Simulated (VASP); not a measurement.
Method: r2SCAN meta-GGA, VASP's PBE PAW potentials (set 64) (plane waves; VASP).

VASP input:

INCAR:
```
NELM=100   # most electronic steps
LASPH=.True.   # aspherical one-centre terms
METAGGA=R2SCAN
SYSTEM=NaCl
SIGMA=0.05
NSW=60
LREAL=.False.   # projection in real space or not
ISIF=3
PREC=Accurate
LMIXTAU=.True.
LCHARG=.False.
ISMEAR=0   # Gaussian
IBRION=2   # conjugate gradients
EDIFFG=-0.01   # ionic stop
EDIFF=1E-6   # SCF stop (eV)
ALGO=Normal
LWAVE=.False.
ENCUT=400
```

KPOINTS:
```
Automatic mesh
0
Gamma
7 7 7
0 0 0
```

**POSCAR**
```
NaCl
1
    0.0000000000     2.7909203104     2.7909203104
    2.7909203104     0.0000000000     2.7909203104
    2.7909203104     2.7909203104    -0.0000000000
Na Cl
1 1
Direct
  0.0000000000   0.0000000000   0.0000000000
  0.5000000000   0.5000000000   0.5000000000
```

POTCAR, in this order: Na_pv Cl (PBE.64 set). Program: vasp_std.

What VASP printed:

### OSZICAR
```
       N       E                     dE             d eps       ncg     rms          rms(c)
DAV:   1     0.816343976576E+02    0.81634E+02   -0.67669E+03   446   0.109E+03
DAV:   2    -0.835442487473E+01   -0.89989E+02   -0.84486E+02   500   0.269E+02
DAV:   3    -0.157866338165E+02   -0.74322E+01   -0.73820E+01   539   0.786E+01
DAV:   4    -0.159534904444E+02   -0.16686E+00   -0.16668E+00   506   0.127E+01
DAV:   5    -0.159574325300E+02   -0.39421E-02   -0.39418E-02   545   0.195E+00    0.223E+00
DAV:   6    -0.137270842860E+02    0.22303E+01   -0.85708E-01   479   0.110E+01    0.271E+00
DAV:   7    -0.135824201321E+02    0.14466E+00   -0.23203E-01   461   0.716E+00    0.667E-01
DAV:   8    -0.139090564527E+02   -0.32664E+00   -0.30458E-01   443   0.617E+00    0.914E-01
DAV:   9    -0.137775331811E+02    0.13152E+00   -0.59403E-02   446   0.313E+00    0.633E-01
DAV:  10    -0.137978508946E+02   -0.20318E-01   -0.34289E-02   452   0.224E+00    0.310E-01
DAV:  11    -0.137867349121E+02    0.11116E-01   -0.85023E-03   446   0.106E+00    0.185E-01
DAV:  12    -0.137872481433E+02   -0.51323E-03   -0.99378E-05   577   0.117E-01    0.204E-01
DAV:  13    -0.137886716926E+02   -0.14235E-02   -0.83221E-04   455   0.323E-01    0.877E-02
DAV:  14    -0.137893913038E+02   -0.71961E-03   -0.45882E-04   440   0.267E-01    0.369E-02
DAV:  15    -0.137894208000E+02   -0.29496E-04   -0.26966E-05   515   0.582E-02    0.183E-02
DAV:  16    -0.137893868809E+02    0.33919E-04   -0.79974E-06   452   0.410E-02    0.113E-02
DAV:  17    -0.137893936029E+02   -0.67220E-05   -0.49115E-07   408   0.731E-03    0.641E-03
DAV:  18    -0.137893887293E+02    0.48736E-05   -0.53055E-07   443   0.895E-03    0.246E-03
DAV:  19    -0.137893904867E+02   -0.17574E-05   -0.25127E-07   364   0.504E-03    0.914E-04
DAV:  20    -0.137893894089E+02    0.10777E-05   -0.37298E-08   229   0.202E-03    0.116E-04
DAV:  21    -0.137893901524E+02   -0.74351E-06   -0.69262E-09   229   0.112E-03
   1 F= -.13789390E+02 E0= -.13789390E+02  d E =-.137894E+02
```

OUTCAR:
```
------------------------ aborting loop because EDIFF is reached ----------------------------------------
  FORCE on cell =-STRESS in cart. coord.  units (eV):
  Direction    XX          YY          ZZ          XY          YZ          ZX
  --------------------------------------------------------------------------------------
  Total        0.0002319      0.0002319      0.0002319     -0.0000000     -0.0000000      0.0000000
  in kB        0.0085466      0.0085466      0.0085466     -0.0000000     -0.0000000      0.0000000
  external PRESSURE =       0.0085466 kB  Pullay stress =       0.0000000 kB
  volume of cell :       43.48
      direct lattice vectors                 reciprocal lattice vectors
     0.000000000  2.790920310  2.790920310    -0.179152374  0.179152374  0.179152374
     2.790920310  0.000000000  2.790920310     0.179152374 -0.179152374  0.179152374
     2.790920310  2.790920310  0.000000000     0.179152374  0.179152374 -0.179152374
  FREE ENERGIE OF THE ION-ELECTRON SYSTEM (eV)
  ---------------------------------------------------
  free  energy   TOTEN  =       -13.7893901524 eV

  energy  without entropy=      -13.7893901524  energy(sigma->0) =      -13.78939015

 reached required accuracy - stopping structural energy minimisation
```
(Selected blocks of OUTCAR.)

File OUTCAR:
```
 val. band max:       -0.9798683619   @ k =   0.0000   0.0000   0.0000

 cond. band min:       5.0713862423   @ k =   0.0000   0.0000   0.0000


 Fermi energy:        -0.7634670587

 k-point     1 :       0.0000    0.0000    0.0000
  band No.  band energies     occupation
      1     -22.4435      2.00000
      2     -22.4431      2.00000
      3     -22.4431      2.00000
      4     -14.2774      2.00000
      5      -0.9799      2.00000
      6      -0.9799      2.00000
      7      -0.9799      2.00000
      8       5.0714      0.00000
      9      10.8085      0.00000
     10      10.8086      0.00000
     11      10.8086      0.00000

 k-point     2 :       0.1429    0.0000    0.0000
  band No.  band energies     occupation
      1     -22.4499      2.00000
      2     -22.4443      2.00000
      3     -22.4440      2.00000
      4     -14.2104      2.00000
      5      -1.4546      2.00000
      6      -1.0389      2.00000
      7      -1.0389      2.00000
      8       5.7056      0.00000
      9      10.1673      0.00000
     10      11.0767      0.00000
     11      11.0767      0.00000

 k-point     3 :       0.2857    0.0000    0.0000
  band No.  band energies     occupation
      1     -22.4639      2.00000
      2     -22.4452      2.00000
      3     -22.4449      2.00000
      4     -14.0543      2.00000
      5      -2.3269      2.00000
      6      -1.1659      2.00000
      7      -1.1659      2.00000
      8       6.7333      0.00000
      9       9.8585      0.00000
     10      11.1618      0.00000
     11      11.1620      0.00000

 k-point     4 :       0.4286    0.0000    0.0000
  band No.  band energies     occupation
      1     -22.4750      2.00000
      2     -22.4460      2.00000
      3     -22.4457      2.00000
      4     -13.9230      2.00000
      5      -2.9177      2.00000
      6      -1.2631      2.00000
      7      -1.2631      2.00000
      8       7.0168      0.00000
      9      10.6804      0.00000
...
```

The compound is NaCl in the rock salt structure. It was relaxed first. The start is the result of an earlier pass.
